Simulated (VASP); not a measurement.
## Fermi-Dirac smearing in Ta

Wanted: TS, pressure and Fermi level of Ta against the smearing width, on one dense mesh.

Program: VASP 6.6.1. Level of theory: PBEsol; plane waves and PAW (Ta_pv), in the first sound run; inputs show where later runs differ. Results are calculated unless marked as measured.

### 1. Starting point

The structure is cubic, space group Im-3m (No. 229). The conventional cell has a = 3.310 Å, b = 3.310 Å, c = 3.310 Å, α = 90.00°, β = 90.00°, γ = 90.00°. Ta has 8 Ta at 2.87 Å nearest.

As a file:

```
Ta
1.0
    -1.65500    1.65500    1.65500
     1.65500   -1.65500    1.65500
     1.65500    1.65500   -1.65500
Ta
1
Direct
  0.00000 0.00000 0.00000
```

### 2. Relax the crystal, PBEsol

The cell is relaxed and then held.

This step took 2 runs in a row; the last is shown.

Level: PBEsol; plane waves and PAW (Ta_pv).

Input file INCAR:

```
SYSTEM = Ta
PREC = Accurate
ENCUT = 450
EDIFF = 1E-07
NELM = 120
ISMEAR = 1
SIGMA = 0.15
LREAL = .FALSE.
ALGO = Normal
GGA = PS
NBANDS = 11
LASPH = .TRUE.
LORBIT = 11
LWAVE = .FALSE.
LCHARG = .FALSE.
KPAR = 8
IBRION = 2
NSW = 40
ISIF = 3
EDIFFG = -0.005
POTIM = 0.4
```

Input file POSCAR:

```
Ta
1.0
   -1.6405631250      1.6405631250      1.6405631250
    1.6405631250     -1.6405631250      1.6405631250
    1.6405631250      1.6405631250     -1.6405631250
Ta
1
Direct
    0.0000000000      0.0000000000      0.0000000000
```

Input file KPOINTS:

```
Automatic mesh
0
Gamma
18 18 18
0 0 0
```

PAW data sets: Ta_pv (PBE family, release 64).

Command:

```sh
> mpirun -np 8 vasp_std
```

The program printed:

```text
[banner, memory and clock lines left out]
running    8 mpi-ranks, on    1 nodes
[...]
|                                                                             |
|           W    W    AA    RRRRR   N    N  II  N    N   GGGG   !!!           |
|           W    W   A  A   R    R  NN   N  II  NN   N  G    G  !!!           |
|           W    W  A    A  R    R  N N  N  II  N N  N  G       !!!           |
|           W WW W  AAAAAA  RRRRR   N  N N  II  N  N N  G  GGG   !            |
|           WW  WW  A    A  R   R   N   NN  II  N   NN  G    G                |
|           W    W  A    A  R    R  N    N  II  N    N   GGGG   !!!           |
|                                                                             |
|     For optimal performance we recommend to set                             |
|       NCORE = 2 up to number-of-cores-per-socket                            |
|     NCORE specifies how many cores store one orbital (NPAR=cpu/NCORE).      |
|     This setting can greatly improve the performance of VASP for DFT.       |
[...]
|     You enforced a specific xc type in the INCAR file but a different       |
|     [... a line on the potential file left out ...]
|     I HOPE YOU KNOW WHAT YOU ARE DOING!                                     |
|                                                                             |

 LDA part: xc-table for (Slater+PW92), standard interpolation
 POSCAR, INCAR and KPOINTS ok, starting setup
[...]
entering main loop
       N       E                     dE             d eps       ncg     rms          rms(c)
DAV:   1     0.510062144486E+02    0.51006E+02   -0.58598E+03  4306   0.865E+02
DAV:   2    -0.121859336167E+02   -0.63192E+02   -0.61686E+02  4759   0.233E+02
DAV:   3    -0.130455766536E+02   -0.85964E+00   -0.85141E+00  5182   0.263E+01
DAV:   4    -0.130483026329E+02   -0.27260E-02   -0.27256E-02  4721   0.157E+00
[...]
DAV:   9    -0.125521390111E+02   -0.49112E-07   -0.50199E-05  4894   0.742E-02    0.208E-02
DAV:  10    -0.125521364704E+02    0.25407E-05   -0.23476E-06  5104   0.176E-02    0.365E-03
DAV:  11    -0.125521364429E+02    0.27524E-07   -0.15121E-07  4296   0.435E-03
   1 F= -.12552136E+02 E0= -.12552343E+02  d E =-.125521E+02
[...]
reached required accuracy - stopping structural energy minimisation
```

Wall time 5.6 s (8 MPI ranks of Intel Xeon Platinum 8488C (Sapphire Rapids), shared host); peak memory 1.1 GiB.

The logs omit lines about the potential files and the build; timing stands in the text.

OUTCAR, selected parts (step 2):

```text
  Total       -0.0007023     -0.0007023     -0.0007023     -0.0000000     -0.0000000      0.0000000
  in kB       -0.0637099     -0.0637099     -0.0637099     -0.0000000     -0.0000000      0.0000000
  external PRESSURE =      -0.0637099 kB  Pullay stress =       0.0000000 kB

 POSITION                                       TOTAL-FORCE (eV/Angst)
 -----------------------------------------------------------------------------------
      0.00000      0.00000      0.00000        -0.000000      0.000000     -0.000000
 -----------------------------------------------------------------------------------
    total drift:                                0.000000     -0.000000     -0.000000

  FREE ENERGIE OF THE ION-ELECTRON SYSTEM (eV)
  ---------------------------------------------------
  free  energy   TOTEN  =       -12.5521364429 eV

  energy  without entropy=      -12.5527571055  energy(sigma->0) =      -12.55234333

 reached required accuracy - stopping structural energy minimisation

[... 3 further parts left out ...]
[key lines of the parts left out:]
E-fermi :   5.4856
```

Numbers from this step:

- energy(sigma→0) of the program: -12.5523 eV
- stress, compression positive: xx, yy, zz -0.01, -0.01, -0.01 GPa
- volume: 17.662 Å³
- ionic steps: 1

### 3. Tetrahedra, PBEsol

Tetrahedra give the density of states at the Fermi level without smearing.

Level: PBEsol; plane waves and PAW (Ta_pv).

Input file INCAR:

```
SYSTEM = Ta
PREC = Accurate
ENCUT = 450
EDIFF = 1E-08
NELM = 100
ISMEAR = -5
SIGMA = 0.15
LREAL = .FALSE.
ALGO = Normal
GGA = PS
NBANDS = 13
LASPH = .TRUE.
LORBIT = 11
LWAVE = .FALSE.
LCHARG = .FALSE.
KPAR = 2
ISIF = 2
NEDOS = 3001
```

POSCAR is that of step 2.

Input file KPOINTS:

```
Automatic mesh
0
Gamma
32 32 32
0 0 0
```

Command:

```sh
> mpirun -np 2 vasp_std
```

The program printed:

```text
[banner, memory and clock lines left out]
running    2 mpi-ranks, on    1 nodes
[...]
[... a notice as in an earlier step ...]

 LDA part: xc-table for (Slater+PW92), standard interpolation
 POSCAR, INCAR and KPOINTS ok, starting setup
[...]
entering main loop
       N       E                     dE             d eps       ncg     rms          rms(c)
DAV:   1     0.580324998377E+02    0.58032E+02   -0.55084E+03 23494   0.729E+02
DAV:   2    -0.121021504263E+02   -0.70135E+02   -0.68271E+02 27098   0.224E+02
DAV:   3    -0.130473877644E+02   -0.94524E+00   -0.94119E+00 26192   0.248E+01
DAV:   4    -0.130492320476E+02   -0.18443E-02   -0.18441E-02 25767   0.122E+00
[...]
DAV:  11    -0.125509708796E+02    0.49801E-07   -0.32891E-08 25420   0.189E-03    0.252E-04
DAV:  12    -0.125509708311E+02    0.48530E-07   -0.68749E-10 13356   0.253E-04    0.542E-05
DAV:  13    -0.125509708377E+02   -0.66057E-08   -0.15799E-10 11931   0.135E-04
   1 F= -.12550971E+02 E0= -.12550971E+02  d E =0.000000E+00
|                                                                             |
|           W    W    AA    RRRRR   N    N  II  N    N   GGGG   !!!           |
|           W    W   A  A   R    R  NN   N  II  NN   N  G    G  !!!           |
|           W    W  A    A  R    R  N N  N  II  N N  N  G       !!!           |
|           W WW W  AAAAAA  RRRRR   N  N N  II  N  N N  G  GGG   !            |
|           WW  WW  A    A  R   R   N   NN  II  N   NN  G    G                |
|           W    W  A    A  R    R  N    N  II  N    N   GGGG   !!!           |
|                                                                             |
|     Tetrahedron method does not include variations of the Fermi             |
|     occupations, so forces and stress will be inaccurate. We suggest        |
|     using a different smearing scheme ISMEAR = 1 or 2 for metals in         |
|     relaxations.                                                            |
|                                                                             |
```

Run time: 1.8 min. Hardware: 2 MPI ranks; peak memory 0.68 GiB; 3.5 min of CPU time.

From OUTCAR (step 3):

```text
  Total        0.0245283      0.0245283      0.0245283      0.0000000      0.0000000      0.0000000
  in kB        2.2250426      2.2250426      2.2250426      0.0000000      0.0000000      0.0000000
  external PRESSURE =       2.2250426 kB  Pullay stress =       0.0000000 kB

 POSITION                                       TOTAL-FORCE (eV/Angst)
 -----------------------------------------------------------------------------------
      0.00000      0.00000      0.00000        -0.000000      0.000000      0.000000
 -----------------------------------------------------------------------------------
    total drift:                                0.000000      0.000000      0.000000

  FREE ENERGIE OF THE ION-ELECTRON SYSTEM (eV)
  ---------------------------------------------------
  free  energy   TOTEN  =       -12.5509708377 eV

  energy  without entropy=      -12.5509708377  energy(sigma->0) =      -12.55097084

[... 1 part as in an earlier step ...]

[... 2 further parts left out ...]
[key lines of the parts left out:]
E-fermi :   5.4609
```

Read from the output:

```
energy(sigma→0) of the program : -12.5510 eV
```

The run ends at a pressure of 0.22 GPa.

### 4. Electron temperature, PBEsol

One member in full: SIGMA = 0.025 eV.

Level: PBEsol; plane waves and PAW (Ta_pv).

Changes to INCAR since step 3:

```diff
@@ -5,4 +5,4 @@
 NELM = 100
-ISMEAR = -5
-SIGMA = 0.15
+ISMEAR = -1
+SIGMA = 0.025
 LREAL = .FALSE.
@@ -17,2 +17 @@
 ISIF = 2
-NEDOS = 3001
```

POSCAR is that of step 3.

KPOINTS is that of step 3.

Command:

```sh
> mpirun -np 2 vasp_std
```

The program printed:

```text
[... set-up lines as in an earlier step ...]
 entering main loop
       N       E                     dE             d eps       ncg     rms          rms(c)
DAV:   1     0.580491051080E+02    0.58049E+02   -0.55084E+03 23494   0.729E+02
DAV:   2    -0.121034322071E+02   -0.70153E+02   -0.68229E+02 27098   0.224E+02
DAV:   3    -0.130487335136E+02   -0.94530E+00   -0.93926E+00 26192   0.248E+01
DAV:   4    -0.130505787880E+02   -0.18453E-02   -0.18452E-02 25767   0.122E+00
[...]
DAV:  11    -0.125522777747E+02   -0.45712E-07   -0.25933E-08 25273   0.165E-03    0.249E-04
DAV:  12    -0.125522777295E+02    0.45226E-07   -0.59411E-10 13336   0.224E-04    0.522E-05
DAV:  13    -0.125522777387E+02   -0.91475E-08   -0.14011E-10 11911   0.125E-04
   1 F= -.12552278E+02 E0= -.12550960E+02  d E =-.263465E-02
```

Run time: 56 s. Hardware: 2 MPI ranks; peak memory 0.49 GiB.

From OUTCAR (step 4):

```text
  LATTYP: Found a body centered cubic cell.
 ALAT       =     3.2811262500

 Subroutine GETGRP returns: Found 48 space group operations
 (whereof 48 operations were pure point group operations)

The static configuration has the point symmetry O_h .

 Found    897 irreducible k-points:

   dimension x,y,z NGX =    20 NGY =   20 NGZ =   20
   dimension x,y,z NGXF=    40 NGYF=   40 NGZF=   40

   ENCUT  =  450.0 eV  33.07 Ry    5.75 a.u.   4.91  4.91  4.91*2*pi/ulx,y,z

   NELECT =      11.0000    total number of electrons

 E-fermi :   5.4635

 k-point     1 :       0.0000    0.0000    0.0000
  band No.  band energies     occupation
      1     -27.4691      2.00000
      2     -27.4691      2.00000
      3     -27.4691      2.00000
      4      -2.5249      2.00000
      5       6.1983      0.00000
      6       6.1983      0.00000
      7       6.1983      0.00000
      8       9.5391      0.00000
      9       9.5391      0.00000
    ...

 k-point     2 :       0.0312    0.0000    0.0000
  band No.  band energies     occupation
      1     -27.4823      2.00000
      2     -27.4731      2.00000
      3     -27.4691      2.00000
      4      -2.4796      2.00000
      5       6.1683      0.00000
      6       6.1908      0.00000
      7       6.2424      0.00000
      8       9.4872      0.00000
      9       9.5389      0.00000
    ...

  Total        0.0237617      0.0237617      0.0237617     -0.0000000     -0.0000000     -0.0000000
  in kB        2.1555059      2.1555059      2.1555059     -0.0000000     -0.0000000     -0.0000000
  external PRESSURE =       2.1555059 kB  Pullay stress =       0.0000000 kB

 POSITION                                       TOTAL-FORCE (eV/Angst)
 -----------------------------------------------------------------------------------
      0.00000      0.00000      0.00000         0.000000      0.000000      0.000000
 -----------------------------------------------------------------------------------
    total drift:                                0.000000     -0.000000     -0.000000

  FREE ENERGIE OF THE ION-ELECTRON SYSTEM (eV)
  ---------------------------------------------------
  free  energy   TOTEN  =       -12.5522777387 eV

  energy  without entropy=      -12.5496430840  energy(sigma->0) =      -12.55096041

 total charge
# of ion       s       p       d       tot
------------------------------------------
    1        0.375   6.174   2.425   8.973

[... 2 parts as in an earlier step ...]

[... 7 further parts left out ...]
```

Read from the output:

- energy(sigma→0) of the program: -12.5510 eV
- stress, compression positive: xx, yy, zz 0.22, 0.22, 0.22 GPa

The run ends at a pressure of 0.22 GPa.

### 5. All members

The other members went through these steps as far as the tables show, on the same mesh; 7 runs are not shown. The session took 0.35 core hours (wall time by ranks) on a shared machine.

```
width kT (eV)  temperature (K)  free energy less that of the narrowest width (meV/atom)  TS (meV/atom)  pressure (GPa)  shift of the Fermi level (eV)
        0.025              290                                                    0.000          2.635           0.216                          0.000
        0.050              580                                                   -3.950         10.577           0.262                          0.005
        0.075              870                                                  -10.597         24.007           0.323                          0.013
        0.100             1160                                                  -19.929         42.570           0.409                          0.022
        0.150             1741                                                        ?              ?           0.651                          0.043
        0.200             2321                                                  -81.533        158.279           0.977                          0.066
        0.300             3481                                                 -175.927        326.543           1.846                          0.121
```

### 6. The Sommerfeld expansion

At low temperature TS = (π²/3) g (kT)², so TS, twice the difference of energy(sigma→0) and the free energy, over (π²/3)(kT)² is an effective density of states: 1.281, 1.286, 1.297, 1.294, 1.203, 1.103 states/eV/atom in the rows shown.

A least-squares parabola through the 6 rows shown, with σ the width in eV: g = − 2.936 σ² + 0.2575 σ + 1.285 (states/eV/atom), r.m.s. residual 0.010 states/eV/atom.

At σ = 0.15 this predicts 1.257 states/eV/atom.

### 7. Prediction against calculation

The calculation gives 1.256 states/eV/atom, so the prediction is 0.001 states/eV/atom too high.

The parabola in σ is an empirical guide, not the expansion itself. Tetrahedra give g = 1.279 states/eV/atom at the Fermi level, the limit that the series should reach at zero width.

### 8. Results

* density of states at the Fermi level, tetrahedra: 1.28 states/eV/atom
* Sommerfeld coefficient from it: 3.01 mJ per mole of atoms and K²
* pressure at the widest setting: 1.85 GPa
* error of the predicted g: 0.001 states/eV/atom

**Reading.** Against the tetrahedron value, the effective density of states stands at +0 % at 0.025 eV, +1 % at 0.05 eV, +1 % at 0.1 eV, -14 % at 0.3 eV. At the widest setting the states within reach are sparser than those at the Fermi level. Spin-orbit coupling is left out. The bare coefficient lacks the electron-phonon enhancement of measured heat capacities.

[Lines on the potential files, build, host, timing and source positions are cut from VASP's logs without a mark.]

[Logs are printed without paths, hosts, clocks, repeated set-up lines and the standing remarks that a program may print on its own settings, such as how far it seeks lower states.]

[Hosts, paths, dates, database ids (printed as entryN), source tags and the programs' standing remarks are cut or masked in the printed files.]
